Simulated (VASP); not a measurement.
Input of a VASP 6.6.1 run:

Contents of INCAR:

```
SYSTEM = AlN
  PREC = Accurate
  ENCUT = 520
  EDIFF = 1E-7
  ISMEAR = 0
  SIGMA = 0.01
  LREAL = .False.
  LASPH = .True.
  NELM = 100
  ALGO = Fast
  ISIF = 2
  LWAVE = .False.
  LCHARG = .False.
  GGA = RP
  NBANDS = 16
```

KPOINTS

```
Automatic mesh
0
Gamma
  12 12 4
  0 0 0
```

POSCAR

```
AlN
1.0
    3.1130000000      0.0000000000      0.0000000000
   -1.5565000000      2.6959370800      0.0000000000
    0.0000000000      0.0000000000      4.9810000000
Al N
2 2
Direct
    0.3333333333      0.6666666667      0.0000000000
    0.6666666667      0.3333333333      0.5000000000
    0.3333333333      0.6666666667      0.3800000000
    0.6666666667      0.3333333333      0.8800000000
```

Potentials or basis: VASP PAW PBE potentials, release 64 (Al, N).

Run with:

```sh
$ cat potpaw_PBE.64/Al/POTCAR potpaw_PBE.64/N/POTCAR > POTCAR
$ mpirun -np 1 vasp_std > vasp.out
```

Question: Predict the band gap on the k mesh.

Answer: 4.27 eV, direct.

Question: Estimate the pressure.

Answer: 6.7 GPa.

Forces in eV/Å, atoms in the order of the input:
```
Al   0.000  0.000 -0.136
Al   0.000  0.000 -0.136
N    0.000  0.000  0.136
N    0.000  0.000  0.136
```

Caveat: the PAW data sets were made with another functional, which shifts forces and pressure a little.

**Experimental background.**

“Structural and optical properties of self-assembled AlN nanowires grown on SiO2/Si substrates by molecular beam epitaxy”, 2024, arxiv:2402.00216 quotes, for a bulk crystal of AlN at 0 K: band gap 6.0343 eV (an exciton energy, a little under the gap).

Measured gap of AlN: 6.0343 eV (an exciton energy, a little under the gap; 0 K; quoted in “Structural and optical properties of self-assembled AlN nanowires grown on SiO2/Si substrates by molecular beam epitaxy”, 2024, arxiv:2402.00216). This calculation gives 4.27 eV (-1.76 eV). 2 values of this kind are on record (6.034 to 6.0343 eV); this one was drawn at random. The value is that of RPBE on a finite k mesh, which can miss the band edges, without temperature or zero-point motion. Semilocal functionals fall short of measured gaps as a rule.
